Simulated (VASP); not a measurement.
Method: PBE GGA + U (Dudarev), VASP's PBE PAW potentials (set 64) (plane waves; VASP).

VASP ran on this input.

### POSCAR
```
CoGa
1
    2.8800000000     0.0000000000     0.0000000000
    0.0000000000     2.8800000000     0.0000000000
    0.0000000000     0.0000000000     2.8800000000
Ga Co
1 1
Direct
  0.5000000000   0.5000000000   0.5000000000
  0.0000000000   0.0000000000   0.0000000000
```

INCAR:
```
SYSTEM = CoGa
PREC = Accurate
ENCUT = 400
EDIFF = 1E-6
NELM = 100
ALGO = Normal
LREAL = .FALSE.
LASPH = .TRUE.
ISMEAR = 1
SIGMA = 0.1
GGA = PE
LMAXMIX = 4
LWAVE = .FALSE.
LCHARG = .FALSE.
ISIF = 2
LDAU = .TRUE.
LDAUTYPE = 2
LDAUL = -1 2
LDAUU = 0 1.0
LDAUJ = 0 0
LDAUPRINT = 1
LORBIT = 10
```

**KPOINTS**
```
Automatic mesh
0
Gamma
11 11 11
```

POTCAR, in this order: Ga_d Co (PBE.64 set). Program: vasp_std.

Output of the run:

### OSZICAR
```
       N       E                     dE             d eps       ncg     rms          rms(c)
DAV:   1     0.892255060799E+02    0.89226E+02   -0.92839E+03  1768   0.222E+03
DAV:   2    -0.605729664074E+01   -0.95283E+02   -0.93345E+02  1736   0.322E+02
DAV:   3    -0.103410983936E+02   -0.42838E+01   -0.42697E+01  1974   0.754E+01
DAV:   4    -0.104010928286E+02   -0.59994E-01   -0.59986E-01  2241   0.829E+00
DAV:   5    -0.104024411970E+02   -0.13484E-02   -0.13484E-02  2126   0.105E+00    0.908E+00
DAV:   6    -0.112593798171E+02   -0.85694E+00   -0.18804E+01  1880   0.582E+01    0.103E+01
DAV:   7    -0.959569131116E+01    0.16637E+01   -0.77784E+00  1764   0.429E+01    0.183E+00
DAV:   8    -0.958065860012E+01    0.15033E-01   -0.21270E-01  2067   0.518E+00    0.605E-01
DAV:   9    -0.957640689310E+01    0.42517E-02   -0.16609E-02  2326   0.213E+00    0.138E-01
DAV:  10    -0.957633125773E+01    0.75635E-04   -0.63979E-04  2256   0.353E-01    0.652E-02
DAV:  11    -0.957634218816E+01   -0.10930E-04   -0.88933E-05  2306   0.157E-01    0.130E-02
DAV:  12    -0.957634047225E+01    0.17159E-05   -0.75864E-06  2073   0.459E-02    0.315E-03
DAV:  13    -0.957634019420E+01    0.27805E-06   -0.44900E-07  1135   0.904E-03
   1 F= -.95763402E+01 E0= -.95765724E+01  d E =0.696689E-03
```

OUTCAR:
```
------------------------ aborting loop because EDIFF is reached ----------------------------------------
  FORCE on cell =-STRESS in cart. coord.  units (eV):
  Direction    XX          YY          ZZ          XY          YZ          ZX
  --------------------------------------------------------------------------------------
  Total       -0.2401474     -0.2401474     -0.2401474      0.0000000      0.0000000      0.0000000
  in kB      -16.1068662    -16.1068662    -16.1068662      0.0000000      0.0000000      0.0000000
  external PRESSURE =     -16.1068662 kB  Pullay stress =       0.0000000 kB
  volume of cell :       23.89
      direct lattice vectors                 reciprocal lattice vectors
     2.880000000  0.000000000  0.000000000     0.347222222  0.000000000  0.000000000
     0.000000000  2.880000000  0.000000000     0.000000000  0.347222222  0.000000000
     0.000000000  0.000000000  2.880000000     0.000000000  0.000000000  0.347222222
 POSITION                                       TOTAL-FORCE (eV/Angst)
 -----------------------------------------------------------------------------------
      1.44000      1.44000      1.44000         0.000000      0.000000      0.000000
      0.00000      0.00000      0.00000         0.000000      0.000000      0.000000
 -----------------------------------------------------------------------------------
    total drift:                               -0.000000      0.000000      0.000000
  FREE ENERGIE OF THE ION-ELECTRON SYSTEM (eV)
  ---------------------------------------------------
  free  energy   TOTEN  =        -9.5763401942 eV

  energy  without entropy=       -9.5770368827  energy(sigma->0) =       -9.57657242

 total charge

# of ion       s       p       d       tot
------------------------------------------
    1        0.845   0.876  10.052  11.773
    2        0.382   0.449   7.543   8.375
--------------------------------------------------
tot          1.228   1.326  17.595  20.148
```
(Selected blocks of OUTCAR.)

OUTCAR:
```
 val. band max:        9.6844237155   @ k =   0.4545   0.3636   0.0000

 cond. band min:       9.7601983659   @ k =   0.4545   0.3636   0.0909


 Fermi energy:         9.7510395392

 k-point     1 :       0.0000    0.0000    0.0000
  band No.  band energies     occupation
      1      -5.4643      2.00000
      2      -5.4643      2.00000
      3      -5.1202      2.00000
      4      -5.1202      2.00000
      5      -5.1202      2.00000
      6      -2.3085      2.00000
      7       7.1773      2.00000
      8       7.1773      2.00000
      9       8.8507      2.00000
     10       8.8507      2.00000
     11       8.8507      2.00000
     12      14.9542      0.00000
     13      14.9542      0.00000
     14      14.9542      0.00000
     15      20.7563      0.00000

 k-point     2 :       0.0909    0.0000    0.0000
  band No.  band energies     occupation
      1      -5.4599      2.00000
      2      -5.4426      2.00000
      3      -5.1277      2.00000
      4      -5.1277      2.00000
      5      -5.1181      2.00000
      6      -2.1525      2.00000
      7       7.1479      2.00000
      8       7.1948      2.00000
      9       8.7499      2.00000
     10       8.7499      2.00000
     11       8.8515      2.00000
     12      13.8277      0.00000
     13      15.2255      0.00000
     14      15.2255      0.00000
     15      20.7863      0.00000

 k-point     3 :       0.1818    0.0000    0.0000
  band No.  band energies     occupation
      1      -5.4483      2.00000
      2      -5.3860      2.00000
      3      -5.1483      2.00000
      4      -5.1483      2.00000
      5      -5.1132      2.00000
      6      -1.6845      2.00000
      7       6.9514      2.00000
      8       7.2423      2.00000
      9       8.5037      2.00000
     10       8.5037      2.00000
     11       8.8528      2.00000
     12      11.9201      0.00000
     13      15.9827      0.00000
     14      15.9827      0.00000
     15      20.8761      0.00000
...
```

The compound is CoGa in the CsCl type structure. The cell was not relaxed at this level. The run is one of a series of settings (LDAU = .TRUE., LDAUJ = 0 0, LDAUL = -1 2, LDAUTYPE = 2, LDAUU = 0 1.0 against the base run), some of them coarse on purpose. The run is not spin-polarised, so no magnetic state was tried.
